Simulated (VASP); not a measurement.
Here is the system:

```yaml
crystal:
  lattice:
    - [0.00000, 3.22399, 3.22399]
    - [3.22399, 0.00000, 3.22399]
    - [3.22399, 3.22399, 0.00000]
  atoms:
    - { symbol: Hg, position: [0.00000, 0.00000, 0.00000] }
    - { symbol: Te, position: [0.25000, 0.25000, 0.25000] }
```

These are LDA (Ceperley-Alder, Perdew-Zunger), VASP's LDA PAW potentials (set 64) (plane waves; VASP) values and carry that method's errors. Run with 400 eV cut-off, Gaussian smearing of 0.050 eV, potentials Hg Te.

**Question.** Give the energies of bands 4 to 12 at the high-symmetry points, in eV from the Fermi level.

**Answer.** 
```json
[
 {"band": "4", "Γ": "-7.42", "X": "-7.07", "U": "-6.99", "L": "-6.86", "W": "-6.93"},
 {"band": "5", "Γ": "-6.88", "X": "-6.81", "U": "-6.85", "L": "-6.86", "W": "-6.92"},
 {"band": "6", "Γ": "-6.88", "X": "-6.42", "U": "-6.33", "L": "-6.57", "W": "-6.25"},
 {"band": "7", "Γ": "-0.85", "X": "-5.52", "U": "-5.55", "L": "-5.60", "W": "-5.61"},
 {"band": "8", "Γ": "0.00", "X": "-2.33", "U": "-3.00", "L": "-1.01", "W": "-2.74"},
 {"band": "9", "Γ": "0.00", "X": "-2.33", "U": "-1.93", "L": "-1.01", "W": "-2.62"},
 {"band": "10", "Γ": "0.00", "X": "1.82", "U": "2.15", "L": "0.60", "W": "3.10"},
 {"band": "11", "Γ": "4.14", "X": "2.30", "U": "3.91", "L": "4.95", "W": "4.49"},
 {"band": "12", "Γ": "4.14", "X": "8.05", "U": "6.88", "L": "4.95", "W": "5.17"}
]
```

It has no gap at this level: it comes out as a metal or semimetal.

The structure comes from a computed database's HgTe entry (F-43m); how it stands against other phases isn't given here. It was relaxed first, which changed the volume by -6 %.
